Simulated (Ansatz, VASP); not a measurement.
## Zn10In18O37 (partly crystallised 47In2O3-53ZnO (mol %)): VASP beside Ansatz

One calculation is typed for both programs; each brings its own data sets. How far apart do they land? The structure shown is the start of the Ansatz relaxation below; VASP solves that cell, so the two are compared at the walk's first step.

Program: Ansatz 0.2.0. Level of theory: plane waves, with VASP 6.6.1 beside it; single point at PBE. Results are calculated unless marked as measured.

## Step 1: Starting point

The cell holds 65 atoms: 18 In, 10 Zn and 37 O. Its edges and angles: a = 9.412 Å, b = 9.412 Å, c = 9.412 Å, α = 90.0°, β = 90.0°, γ = 90.0°. As first built, before any earlier steps moved the atoms (in the runner's words): 65 atoms (18 Sc, 10 Zn, 37 O) placed at random at 4.13 g/cm^3, melted at 5000 K for 10 ps at fixed volume with the Morse and Coulomb pair potential with partial charges (Pedone, Malavasi, Menziani, Cormack and Segre, J. Phys. Chem. B 110, 11780 (2006)). Quenched from 5000 K to 300 K at 1000 K/ps and fixed volume, held 10 ps at zero pressure, then minimised at fixed cell. Then Sc was replaced by In and the cell scaled by 1.027 (the potential has no terms for the new elements, so the cell is a start for a DFT relaxation).

## Step 2: Ansatz: relaxation, PBE

Ansatz runs on its PAW soft_1 files.

The two programs are compared at the cell with which this relaxation starts, whose forces are those of its first step.

input.yaml

```yaml
crystal:
  lattice:
    - [9.41183, 0.0, 0.0]
    - [0.0, 9.41183, 0.0]
    - [0.0, 0.0, 9.41183]
  atoms:
    - { symbol: In, position: [0.9243, 0.77356, 0.92794] }
    - { symbol: In, position: [0.23293, 0.10487, 0.91093] }
    - { symbol: In, position: [0.28765, 0.76114, 0.95382] }
    - { symbol: In, position: [0.75141, 0.28503, 0.20009] }
    - { symbol: In, position: [0.9277, 0.43152, 0.46271] }
    - { symbol: In, position: [0.5888, 0.62611, 0.06349] }
    - { symbol: In, position: [0.5844, 0.45644, 0.45115] }
    - { symbol: In, position: [0.90239, 0.12123, 0.94005] }
    - { symbol: In, position: [0.57757, 0.93841, 0.83525] }
    - { symbol: In, position: [0.42167, 0.96985, 0.19722] }
    - { symbol: In, position: [0.20787, 0.43525, 0.92016] }
    - { symbol: In, position: [0.75348, 0.1098, 0.56345] }
    - { symbol: In, position: [0.43143, 0.2869, 0.70657] }
    - { symbol: In, position: [0.92494, 0.78435, 0.45032] }
    - { symbol: In, position: [0.25612, 0.11832, 0.46176] }
    - { symbol: In, position: [0.0923, 0.60668, 0.20199] }
    - { symbol: In, position: [0.42109, 0.33476, 0.14322] }
    - { symbol: In, position: [0.58638, 0.79877, 0.43164] }
    - { symbol: Zn, position: [0.07723, 0.26528, 0.21702] }
    - { symbol: Zn, position: [0.08343, 0.95313, 0.2236] }
    - { symbol: Zn, position: [0.07802, 0.95803, 0.68232] }
    - { symbol: Zn, position: [0.44832, 0.64714, 0.69691] }
    - { symbol: Zn, position: [0.09356, 0.60859, 0.68126] }
    - { symbol: Zn, position: [0.24696, 0.44257, 0.45665] }
    - { symbol: Zn, position: [0.76426, 0.42054, 0.82432] }
    - { symbol: Zn, position: [0.7572, 0.64602, 0.69268] }
    - { symbol: Zn, position: [0.26993, 0.78402, 0.4855] }
    - { symbol: Zn, position: [0.7704, 0.93548, 0.19058] }
    - { symbol: O, position: [0.9159, 0.4754, 0.6818] }
    - { symbol: O, position: [0.37732, 0.54195, 0.02427] }
    - { symbol: O, position: [0.76596, 0.94197, 0.41748] }
    - { symbol: O, position: [0.43203, 0.63046, 0.47225] }
    - { symbol: O, position: [0.07719, 0.94493, 0.93188] }
    - { symbol: O, position: [0.25111, 0.76392, 0.71183] }
    - { symbol: O, position: [0.5886, 0.46446, 0.6869] }
    - { symbol: O, position: [0.50077, 0.73346, 0.88655] }
    - { symbol: O, position: [0.41134, 0.30219, 0.47865] }
    - { symbol: O, position: [0.76938, 0.61272, 0.92488] }
    - { symbol: O, position: [0.10219, 0.92991, 0.4587] }
    - { symbol: O, position: [0.74871, 0.29515, 0.43916] }
    - { symbol: O, position: [0.08373, 0.25952, 0.9721] }
    - { symbol: O, position: [0.37292, 0.27637, 0.92746] }
    - { symbol: O, position: [0.55573, 0.15469, 0.19554] }
    - { symbol: O, position: [0.94157, 0.78412, 0.21281] }
    - { symbol: O, position: [0.23808, 0.10902, 0.2226] }
    - { symbol: O, position: [0.93204, 0.4348, 0.23395] }
    - { symbol: O, position: [0.58641, 0.80632, 0.20424] }
    - { symbol: O, position: [0.59441, 0.45774, 0.22058] }
    - { symbol: O, position: [0.58626, 0.12385, 0.70819] }
    - { symbol: O, position: [0.91273, 0.09644, 0.71492] }
    - { symbol: O, position: [0.3927, 0.96886, 0.97324] }
    - { symbol: O, position: [0.23147, 0.42534, 0.23197] }
    - { symbol: O, position: [0.09328, 0.27917, 0.44812] }
    - { symbol: O, position: [0.25969, 0.46034, 0.70414] }
    - { symbol: O, position: [0.91248, 0.10918, 0.17974] }
    - { symbol: O, position: [0.75399, 0.28222, 0.97631] }
    - { symbol: O, position: [0.24198, 0.79478, 0.17958] }
    - { symbol: O, position: [0.76742, 0.93548, 0.96264] }
    - { symbol: O, position: [0.25438, 0.1094, 0.68934] }
    - { symbol: O, position: [0.40785, 0.94269, 0.42282] }
    - { symbol: O, position: [0.09694, 0.6261, 0.96432] }
    - { symbol: O, position: [0.94218, 0.77387, 0.68978] }
    - { symbol: O, position: [0.0873, 0.61235, 0.44737] }
    - { symbol: O, position: [0.75858, 0.62152, 0.4609] }
    - { symbol: O, position: [0.62092, 0.81057, 0.6506] }
kpoints:
  mp_grid: { grid: [2, 2, 2] }
hamiltonian:
  xc: pbe
  pseudopotentials: { kind: paw, azcp: { folder: soft_1 } }
scf:
  occupations: { method: gaussian, width: 0.05 }
output:
  forces: true
relax:
  f_tol: 0.05
  max_steps: 150
  cell: {}
```

Command:

```console
$ ansatz run input.yaml --threads 16 --pin off --max-ram 31232MiB --backend cpu --events-out ev --progress --plain --runs-dir out
```

Numbers of over 12 decimals in the logs are rounded to 6 here.

The log of the run:

```text
Engine: ansatz 0.2.0, aarch64-unknown-linux-gnu
Pseudopotentials: kind: paw
Pseudopotential: In, paw, valence charge 13, recommended cutoff 420 eV (normal), soft_1/In.paw.azcp
Pseudopotential: Zn, paw, valence charge 12, recommended cutoff 420 eV (normal), soft_1/Zn.paw.azcp
Pseudopotential: O, paw, valence charge 6, recommended cutoff 420 eV (normal), soft_1/O.paw.azcp
Functional definition: PBE
  parameter kappa = 0.804
  parameter beta = 0.066725
  exchange = pbe_x(kappa = kappa, mu = beta*pi^2/3)
  correlation = pbe_c(beta = beta)
Crystal: 65 atoms, lattice volume = 833.724 Å³
Basis set: ecut = 420 eV, 16279 PW (Γ), exchange–correlation on 128×128×128 points (8 copies of the dense FFT grid, shifted against one another)
Bands: 353, of which v1, the nominal top of the filled ones, is band 288 counted from 1 (287 counted from 0)
Symmetry: 1 space group operations
Space group: P1 (ITA 1), of the structure as read, at distance tolerance 9.4e-5 Å
k-points: 8
Non-local potential: In, projectors of the file, l = 0: 2, l = 1: 2, l = 2: 2, l = 3: 1
Non-local potential: Zn, projectors of the file, l = 0: 2, l = 1: 2, l = 2: 3, l = 3: 1
Non-local potential: O, projectors of the file, l = 0: 2, l = 1: 2, l = 2: 1
PAW form: soft (Blöchl's): semilocal exchange-correlation on the pseudo side does not see the compensation charge
PAW one-centre angular grid: In, 590 points (default); XC on 64 Gauss nodes
PAW one-centre angular grid: Zn, 590 points (default); XC on 64 Gauss nodes
PAW one-centre angular grid: O, 110 points (default); XC on 64 Gauss nodes
Initial density: superposition of atomic densities (chi_scale 0.1, normalization cell, long waves kept (reshape's long-wave potential 0.32 eV rms))
Initial wavefunctions: pseudopotential atomic-orbital guess
Functional: x = pbe(κ = 0.804, μ = 0.219515), c = pbe(β = 0.066725)
SCF iter   1: F=—  HF=-154953.006793 eV  |F-HF|=—  |Δ(HF+E_count)|=         —  Δρ=7.98e-2  dr2=3.42e1  ethr=3.10e-3  ⟨swp⟩=6.0  Hψ=11829  notcnv=0  defer=58
preconditioner: auto → Resta (q_TF=auto, 2.565 Å⁻¹)  ε∞=4.9  [insulator: Δε(μ)=0.502 eV  Ē_g=15.590 eV  σ=0.050 eV  W_gap=1.00  n_scr=250 (ndim 8)  ℏωp=30.9 eV  f_vac=0.023  D(μ)=0.00/eV (n_scr^D=0)  ε∞_Penn≈4.9]
SCF iter   2: F=—  HF=-154944.959494 eV  |F-HF|=—  |Δ(HF+E_count)|=    8.05e0  Δρ=3.02e-2  dr2=6.12e0  ethr=3.10e-3  ⟨swp⟩=2.0  Hψ=4582  notcnv=0  defer=474
SCF iter   3: F=—  HF=-154943.514481 eV  |F-HF|=—  |Δ(HF+E_count)|=    1.45e0  Δρ=1.61e-2  dr2=1.66e0  ethr=1.06e-3  ⟨swp⟩=2.1  Hψ=4588  notcnv=0  defer=471
SCF iter   4: F=—  HF=-154943.196098 eV  |F-HF|=—  |Δ(HF+E_count)|=   3.18e-1  Δρ=5.48e-3  dr2=1.76e-1  ethr=2.88e-4  ⟨swp⟩=3.1  Hψ=3726  notcnv=0  defer=471
SCF iter   5: F=—  HF=-154943.281364 eV  |F-HF|=—  |Δ(HF+E_count)|=   8.53e-2  Δρ=2.91e-3  dr2=5.41e-2  ethr=3.06e-5  ⟨swp⟩=2.0  Hψ=5408  notcnv=0  defer=474
SCF iter   6: F=—  HF=-154943.282999 eV  |F-HF|=—  |Δ(HF+E_count)|=   1.64e-3  Δρ=1.42e-3  dr2=1.38e-2  ethr=9.39e-6  ⟨swp⟩=2.0  Hψ=4581  notcnv=0  defer=474
SCF iter   7: F=—  HF=-154943.283064 eV  |F-HF|=—  |Δ(HF+E_count)|=   6.43e-5  Δρ=4.79e-4  dr2=1.87e-3  ethr=2.40e-6  ⟨swp⟩=2.0  Hψ=4467  notcnv=0  defer=474
SCF iter   8: F=—  HF=-154943.284902 eV  |F-HF|=—  |Δ(HF+E_count)|=   1.84e-3  Δρ=4.18e-4  dr2=1.29e-3  ethr=3.25e-7  ⟨swp⟩=2.0  Hψ=4612  notcnv=0  defer=474
SCF iter   9: F=—  HF=-154943.284935 eV  |F-HF|=—  |Δ(HF+E_count)|=   3.32e-5  Δρ=9.86e-5  dr2=6.67e-5  ethr=2.25e-7  ⟨swp⟩=2.0  Hψ=4571  notcnv=0  defer=474
SCF iter  10: F=—  HF=-154943.286036 eV  |F-HF|=—  |Δ(HF+E_count)|=   1.10e-3  Δρ=6.80e-5  dr2=3.07e-5  ethr=1.16e-8  ⟨swp⟩=2.0  Hψ=4654  notcnv=0  defer=474
SCF iter  11: F=—  HF=-154943.286044 eV  |F-HF|=—  |Δ(HF+E_count)|=   8.56e-6  Δρ=3.51e-5  dr2=8.20e-6  ethr=5.32e-9  ⟨swp⟩=2.0  Hψ=4650  notcnv=0  defer=474
SCF iter  12: F=—  HF=-154943.286047 eV  |F-HF|=—  |Δ(HF+E_count)|=   3.05e-6  Δρ=1.56e-5  dr2=1.34e-6  ethr=1.42e-9  ⟨swp⟩=2.0  Hψ=4439  notcnv=0  defer=474
SCF iter  13: F=—  HF=-154943.286048 eV  |F-HF|=—  |Δ(HF+E_count)|=   7.54e-7  Δρ=4.91e-6  dr2=2.02e-7  ethr=2.32e-10  ⟨swp⟩=2.0  Hψ=4647  notcnv=0  defer=474
SCF iter  14: F=-154943.286048 eV  HF=-154943.286048 eV  |F-HF|=9.26e-9  |Δ(HF+E_count)|=   3.37e-7  Δρ=2.44e-6  dr2=4.54e-8  ethr=1.74e-11  ⟨swp⟩=4.0  Hψ=8741  notcnv=0
SCF 1 converged in 14 iterations: F = -154943.286048 eV  dr2 = 4.54e-8
  greatest PAW one-centre occupation: 0.993 electrons in one spin orbital (limit 2), on the Zn atom at site 27 (counted from 0), in its partial waves of l = 2
relax step   1: F+E_penalty+E_count = -154943.28604820 eV  Δ(F+E_penalty+E_count) = +0.000e0 eV  max|allowed force component| = 8.464e-1 eV/Å  Δτ_max = 0.0000 Å  P = +2.665 GPa  Ω = 833.724 Å³  (14 SCF iters, dr2 threshold 1.00e-7 eV, accepted)
Crystal: 65 atoms, lattice volume = 848.911 Å³
[...]
atom  13  In     0.00737664    -0.00400269    -0.00620569
  atom  14  In     0.00014016     0.00326858     0.00464727
  atom  15  In     0.00070253    -0.00342499     0.00133143
  atom  16  In     0.00426771     0.00481155     0.00849335
  atom  17  In    -0.00227401     0.00067988     0.00321613
  atom  18  In    -0.00053388     0.00342196     0.00114049
  atom  19  Zn    -0.00491729     0.00079830    -0.00068553
  atom  20  Zn    -0.00258202     0.00140757    -0.00074886
  atom  21  Zn    -0.00042483    -0.00554470    -0.00839517
  atom  22  Zn    -0.00486550     0.00085903    -0.00278432
  atom  23  Zn     0.00003382     0.00106082    -0.00221687
  atom  24  Zn    -0.00188806     0.00181829    -0.00398576
  atom  25  Zn    -0.00476708    -0.00099224    -0.00856090
  atom  26  Zn     0.01002425     0.00052337    -0.00527352
  atom  27  Zn    -0.01040968     0.00226615    -0.00071601
  atom  28  Zn     0.00494623    -0.00527431    -0.00347576
  atom  29  O      0.00068457     0.01476300     0.00355076
  atom  30  O     -0.00470065    -0.00510896     0.00321565
  atom  31  O     -0.00279534     0.00341468     0.00308113
  atom  32  O     -0.00934882     0.00035895     0.00682863
  atom  33  O      0.00360246    -0.00369684    -0.00113858
  atom  34  O     -0.00602449    -0.00080796     0.00288693
  atom  35  O     -0.00325717     0.00307098     0.00675184
  atom  36  O      0.00129567    -0.00111806    -0.00214208
[...]
atom  58  O      0.00165430    -0.00399515    -0.00523867
  atom  59  O     -0.00130443     0.00310777    -0.00029539
  atom  60  O     -0.00285460    -0.00172844     0.00477648
  atom  61  O     -0.00519342     0.00274636    -0.00325209
  atom  62  O     -0.00140792     0.00094594     0.00529899
  atom  63  O      0.00805339     0.00572929     0.00287350
  atom  64  O      0.00403671    -0.00123979     0.00114922
  atom  65  O      0.00180346    -0.00421310     0.00285444
  max |Σ_I F_I| component: 3.85e-6 eV/Å
--- Stress (GPa, compression-positive) ---
       -0.007809      -0.001764      -0.001067
       -0.001764      -0.004158      -0.007218
       -0.001067      -0.007218      -0.007179
  P = ⅓ Tr σ = -0.0064 GPa (-0.064 kbar)
--- Relaxed structure (15 steps of the walk, 14 accepted, 2 SCFs on fresh bases) ---
  F+E_penalty+E_count = -154944.73212786 eV   max|allowed force component| = 1.476e-2 eV/Å   (the final SCF, on the basis selected at the relaxed cell)
  cell:  # Å, volume = 854.4425 Å³
    - [9.653243, -0.272249, -0.112889]
    - [-0.272249, 9.665460, 0.033591]
    - [-0.112889, 0.033591, 9.166411]
  atoms:
    - { symbol: In, position: [0.924535, 0.778248, 0.950207] }
    - { symbol: In, position: [0.229407, 0.100997, 0.933384] }
    - { symbol: In, position: [0.276688, 0.759791, 0.946695] }
    - { symbol: In, position: [0.748194, 0.300048, 0.192892] }
    - { symbol: In, position: [0.947728, 0.392624, 0.483886] }
    - { symbol: In, position: [0.575815, 0.641373, 0.053078] }
    - { symbol: In, position: [0.594007, 0.456594, 0.460012] }
    - { symbol: In, position: [0.879068, 0.149561, 0.921529] }
    - { symbol: In, position: [0.571067, 0.948592, 0.840052] }
    - { symbol: In, position: [0.436699, 0.988335, 0.200143] }
    - { symbol: In, position: [0.193039, 0.429021, 0.893494] }
    - { symbol: In, position: [0.742394, 0.086915, 0.566884] }
    - { symbol: In, position: [0.443289, 0.277507, 0.716874] }
    - { symbol: In, position: [0.921330, 0.776992, 0.440677] }
    - { symbol: In, position: [0.261027, 0.104365, 0.467087] }
    - { symbol: In, position: [0.105511, 0.587907, 0.207467] }
    - { symbol: In, position: [0.416217, 0.351708, 0.149047] }
    - { symbol: In, position: [0.581326, 0.797354, 0.429705] }
    - { symbol: Zn, position: [0.071849, 0.251276, 0.216767] }
    - { symbol: Zn, position: [0.114675, 0.918673, 0.223481] }
    - { symbol: Zn, position: [0.063571, 0.965710, 0.686708] }
    - { symbol: Zn, position: [0.422739, 0.608907, 0.702464] }
    - { symbol: Zn, position: [0.068203, 0.624799, 0.686693] }
    - { symbol: Zn, position: [0.259040, 0.416223, 0.467346] }
    - { symbol: Zn, position: [0.772718, 0.445616, 0.813131] }
    - { symbol: Zn, position: [0.732907, 0.702455, 0.700377] }
    - { symbol: Zn, position: [0.265322, 0.770973, 0.488922] }
    - { symbol: Zn, position: [0.784024, 0.950043, 0.183534] }
    - { symbol: O, position: [0.948016, 0.456183, 0.700916] }
    - { symbol: O, position: [0.368478, 0.544756, 0.014923] }
    - { symbol: O, position: [0.775748, 0.941038, 0.399919] }
    - { symbol: O, position: [0.431594, 0.629495, 0.479446] }
    - { symbol: O, position: [0.098530, 0.918269, 0.916566] }
    - { symbol: O, position: [0.243960, 0.729174, 0.709613] }
    - { symbol: O, position: [0.590045, 0.463436, 0.695721] }
    - { symbol: O, position: [0.493023, 0.739227, 0.862211] }
    - { symbol: O, position: [0.420640, 0.290075, 0.476569] }
    - { symbol: O, position: [0.755163, 0.633637, 0.912287] }
    - { symbol: O, position: [0.111002, 0.915859, 0.464945] }
    - { symbol: O, position: [0.746176, 0.289445, 0.447049] }
    - { symbol: O, position: [0.081417, 0.253187, 0.976462] }
    - { symbol: O, position: [0.365277, 0.278945, 0.933907] }
    - { symbol: O, position: [0.545991, 0.183286, 0.193372] }
    - { symbol: O, position: [0.942461, 0.797222, 0.194429] }
    - { symbol: O, position: [0.230464, 0.091687, 0.211417] }
    - { symbol: O, position: [0.939895, 0.427036, 0.250053] }
    - { symbol: O, position: [0.588444, 0.821565, 0.193477] }
    - { symbol: O, position: [0.601451, 0.475316, 0.217485] }
    - { symbol: O, position: [0.602308, 0.138986, 0.729947] }
    - { symbol: O, position: [0.920397, 0.105023, 0.702372] }
    - { symbol: O, position: [0.394138, 0.966630, 0.974803] }
    - { symbol: O, position: [0.235285, 0.415697, 0.246862] }
[...]
- { symbol: O, position: [0.770103, 0.944374, 0.959255] }
    - { symbol: O, position: [0.262012, 0.095938, 0.698847] }
    - { symbol: O, position: [0.405860, 0.937401, 0.423763] }
    - { symbol: O, position: [0.084567, 0.609250, 0.966949] }
    - { symbol: O, position: [0.936253, 0.778789, 0.691763] }
    - { symbol: O, position: [0.080737, 0.617210, 0.446283] }
    - { symbol: O, position: [0.739025, 0.640733, 0.482461] }
    - { symbol: O, position: [0.643746, 0.873182, 0.641967] }
```

(Part 1 of 2 ends here.)

[Lines on the potential files, build, host, timing and source positions are cut from VASP's logs without a mark.]

[Logs are printed without paths, hosts, clocks, repeated set-up lines and the standing remarks that a program may print on its own settings, such as how far it seeks lower states.]

[Hosts, paths, dates, database ids (printed as entryN), source tags and the programs' standing remarks are cut or masked in the printed files.]
